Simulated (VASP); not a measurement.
OSZICAR of a VASP run on NaI (space group Fm-3m):

**OSZICAR**
```
       N       E                     dE             d eps       ncg     rms          rms(c)
DAV:   1     0.665225832624E+02    0.66523E+02   -0.61313E+03   448   0.939E+02
DAV:   2    -0.110401379958E+01   -0.67627E+02   -0.63694E+02   482   0.209E+02
DAV:   3    -0.596860021767E+01   -0.48646E+01   -0.48457E+01   550   0.593E+01
DAV:   4    -0.607952811285E+01   -0.11093E+00   -0.11088E+00   512   0.965E+00
DAV:   5    -0.608272774805E+01   -0.31996E-02   -0.31996E-02   551   0.165E+00    0.178E+00
DAV:   6    -0.602934005815E+01    0.53388E-01   -0.64069E-02   491   0.196E+00    0.118E+00
DAV:   7    -0.601649378985E+01    0.12846E-01   -0.45574E-02   512   0.146E+00    0.474E-01
DAV:   8    -0.601612635511E+01    0.36743E-03   -0.23449E-03   479   0.505E-01    0.691E-02
DAV:   9    -0.601610889794E+01    0.17457E-04   -0.74778E-05   536   0.109E-01    0.328E-02
DAV:  10    -0.601610784386E+01    0.10541E-05   -0.16128E-05   610   0.604E-02    0.361E-03
DAV:  11    -0.601610774364E+01    0.10021E-06   -0.67463E-07   286   0.144E-02
   1 F= -.60161077E+01 E0= -.60161077E+01  d E =-.601611E+01
```

Task: Which electronic solver shows in the log?

Result: It is blocked Davidson (ALGO = Normal, or the opening steps of other solvers). The INCAR had ALGO = Normal.

Task: Can the final energy be trusted as converged?

Result: The run converged. It stopped with EDIFF = 1E-6, NELM = 100, NSW = 60 and EDIFFG = -0.01 after 1 ionic step (LDA (Ceperley-Alder, Perdew-Zunger), plane waves, VASP's LDA PAW potentials (set 64)).

The structure comes from a computed database's NaI entry (Fm-3m); how it stands against other phases isn't given here. It was relaxed first, which changed the volume by -8 %. The start is the result of an earlier pass.
